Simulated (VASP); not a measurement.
A run of VASP 6.6.1:

INCAR

```
SYSTEM = LiH8ClO4
PREC = Accurate ; ENCUT = 520
EDIFF = 1E-6 ; ISMEAR = -1
SIGMA = 0.05 ; LREAL = .False.
LASPH = .True. ; NELM = 60
ALGO = Normal ; ISIF = 2
LWAVE = .False. ; LCHARG = .True.
GGA = CA ; LELF = .True.
LVHAR = .True. ; NBANDS = 34
```

The input KPOINTS:

```
Automatic mesh
0
Gamma
  1 1 1
  0 0 0
```

POSCAR

```
LiH8ClO4
1.0
    5.2848030000      0.0000000000      0.0000000000
    0.0000000000      5.2848030000      0.0000000000
    0.0000000000      0.0000000000      5.2848030000
O H Li Cl
4 8 1 1
Direct
    0.4855620919      0.6652660468      0.1298629296
    0.2162994534      0.5024217554      0.6227857500
    0.6161819088      0.1770170052      0.6271378517
    0.9540942207      0.6535532166      1.0150993329
    0.4457498227      0.8380066390      0.1463630716
    0.3974793384      0.6063423745      0.2942399177
    0.1060777478      0.6657580235      0.6055287207
    0.1625793809      0.3721236156      0.4929795869
    0.7929340034      0.1100324837      0.7120416788
    0.6092374683      0.0761050128      0.4843889167
    0.9939443343      0.8133888813      1.1121512003
    0.7666700159      0.6673096424      1.0605693344
    0.2492808152      0.4665074554     -0.0581857072
    0.1590409330      1.0784129512      0.3052337050
```

Potentials or basis: VASP PAW LDA potentials, release 64 (O, H, Li_sv, Cl).

Launch:

```sh
$ cat potpaw_LDA.64/O/POTCAR potpaw_LDA.64/H/POTCAR potpaw_LDA.64/Li_sv/POTCAR potpaw_LDA.64/Cl/POTCAR > POTCAR
$ mpirun -np 1 vasp_gam > vasp.out
```

Hardware: 1 thread of AMD EPYC 7R13 Processor (Zen 3), with other jobs on the host.

**Question.** How long does it take, and how much memory?

**Answer.** Wall time 9.4 s on 1 thread of AMD EPYC 7R13 Processor (Zen 3) (shared host), peak memory 0.15 GiB. Counts: scf iterations 15, k points 1.
